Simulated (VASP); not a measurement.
A run of VASP 6.6.1 is set up as follows.

Contents of INCAR:

```
SYSTEM = Ge49P4
ALGO = Normal ; EDIFF = 1E-7
EDIFFG = -0.01 ; ENCUT = 350
GGA = PS ; IBRION = 2
ISIF = 3 ; ISMEAR = 0
LASPH = .True. ; LCHARG = .False.
LREAL = .False. ; LWAVE = .False.
NELM = 100 ; NSW = 60
PREC = Accurate ; SIGMA = 0.05
```

File KPOINTS:

```
k-points
0
Gamma
  2 2 2
  0 0 0
```

Contents of POSCAR:

```
Ge49P4
1.0
    0.0000000000      8.5200000000      8.5200000000
    8.5200000000      0.0000000000      8.5200000000
    8.5200000000      8.5200000000      0.0000000000
Ge P
49 4
Direct
    0.0000000000      0.0000000000      0.3333333300
    0.0833333300      0.0833333300      0.4166666700
    0.0000000000      0.0000000000      0.6666666700
    0.0000000000      0.3333333300      0.0000000000
    0.0833333300      0.4166666700      0.0833333300
    0.0000000000      0.3333333300      0.3333333300
    0.0833333300      0.4166666700      0.4166666700
    0.0000000000      0.3333333300      0.6666666700
    0.0833333300      0.4166666700      0.7500000000
    0.0000000000      0.6666666700      0.0000000000
    0.0000000000      0.6666666700      0.3333333300
    0.0833333300      0.7500000000      0.4166666700
    0.0000000000      0.6666666700      0.6666666700
    0.0833333300      0.7500000000      0.7500000000
    0.3333333300      0.0000000000      0.0000000000
    0.4166666700      0.0833333300      0.0833333300
    0.3333333300      0.0000000000      0.3333333300
    0.4166666700      0.0833333300      0.4166666700
    0.3333333300      0.0000000000      0.6666666700
    0.4166666700      0.0833333300      0.7500000000
    0.3333333300      0.3333333300      0.0000000000
    0.4166666700      0.4166666700      0.0833333300
    0.3333333300      0.3333333300      0.3333333300
    0.4166666700      0.4166666700      0.4166666700
    0.3333333300      0.3333333300      0.6666666700
    0.4166666700      0.4166666700      0.7500000000
    0.3333333300      0.6666666700      0.0000000000
    0.4166666700      0.7500000000      0.0833333300
    0.3333333300      0.6666666700      0.3333333300
    0.4166666700      0.7500000000      0.4166666700
    0.3333333300      0.6666666700      0.6666666700
    0.4166666700      0.7500000000      0.7500000000
    0.6666666700      0.0000000000      0.0000000000
    0.6666666700      0.0000000000      0.3333333300
    0.7500000000      0.0833333300      0.4166666700
    0.6666666700      0.0000000000      0.6666666700
    0.7500000000      0.0833333300      0.7500000000
    0.6666666700      0.3333333300      0.0000000000
    0.7500000000      0.4166666700      0.0833333300
    0.6666666700      0.3333333300      0.3333333300
    0.7500000000      0.4166666700      0.4166666700
    0.6666666700      0.3333333300      0.6666666700
    0.7500000000      0.4166666700      0.7500000000
    0.6666666700      0.6666666700      0.0000000000
    0.7500000000      0.7500000000      0.0833333300
    0.6666666700      0.6666666700      0.3333333300
    0.7500000000      0.7500000000      0.4166666700
    0.6666666700      0.6666666700      0.6666666700
    0.7500000000      0.7500000000      0.7500000000
    0.0833333300      0.0833333300      0.0833333300
    0.0833333300      0.0833333300      0.7500000000
    0.0833333300      0.7500000000      0.0833333300
    0.7500000000      0.0833333300      0.0833333300
```

Potentials or basis: VASP PAW PBE potentials, release 64 (Ge, P).

The run is started by

```sh
$ cat potpaw_PBE.64/Ge/POTCAR potpaw_PBE.64/P/POTCAR > POTCAR
$ mpirun -np 1 vasp_std > vasp.out
```

Problem. Estimate the space group after relaxing (to 0.05 Å).

Solution. F-43m (No. 216).

Problem. Estimate the relaxed cell.

Solution. a = 11.995 Å, b = 11.995 Å, c = 11.995 Å, α = 60.00°, β = 60.00°, γ = 60.00°.

Problem. Estimate the relaxed volume.

Solution. 23.03 Å³/atom.

Problem. Estimate the band gap on the k mesh.

Solution. None (metal or under the smearing width).

Final structure:
```
Ge P
1.0
     0.00000    8.48190    8.48190
     8.48190    0.00000    8.48190
     8.48190    8.48190    0.00000
Ge P
49 4
Cartesian
  2.7734 2.7734 0.0902
  4.2410 4.2410 1.4147
  5.7085 5.7085 0.0902
  2.7734 0.0902 2.7734
  4.2410 1.4147 4.2410
  5.6514 2.8305 2.8305
  7.0672 4.2409 4.2409
  8.3917 5.7085 2.7734
  9.8739 7.0899 4.1961
  5.7085 0.0902 5.7085
  8.3917 2.7734 5.7085
  9.8739 4.1961 7.0899
  11.3087 5.6551 5.6551
  12.7677 7.0899 7.0899
  0.0902 2.7734 2.7734
  1.4147 4.2410 4.2410
  2.8305 5.6514 2.8305
  4.2409 7.0672 4.2409
  5.7085 8.3917 2.7734
  7.0899 9.8739 4.1961
  2.8305 2.8305 5.6514
  4.2409 4.2409 7.0672
  5.6514 5.6514 5.6514
  7.0669 7.0669 7.0669
  8.4819 8.4819 5.6526
  9.8969 9.8969 7.0669
  5.7085 2.7734 8.3917
  7.0899 4.1961 9.8739
  8.4819 5.6526 8.4819
  9.8969 7.0669 9.8969
  11.3112 8.4819 8.4819
  12.7677 9.8739 9.8739
  0.0902 5.7085 5.7085
  2.7734 8.3917 5.7085
  4.1961 9.8739 7.0899
  5.6551 11.3087 5.6551
  7.0899 12.7677 7.0899
  2.7734 5.7085 8.3917
  4.1961 7.0899 9.8739
  5.6526 8.4819 8.4819
  7.0669 9.8969 9.8969
  8.4819 11.3112 8.4819
  9.8739 12.7677 9.8739
  5.6551 5.6551 11.3087
  7.0899 7.0899 12.7677
  8.4819 8.4819 11.3112
  9.8739 9.8739 12.7677
  11.3087 11.3087 11.3087
  12.7228 12.7228 12.7228
  1.3231 1.3231 1.3231
  7.1588 7.1588 1.3231
  7.1588 1.3231 7.1588
  1.3231 7.1588 7.1588
```

Caveat: the PAW data sets were made with another functional, which shifts forces and pressure a little.
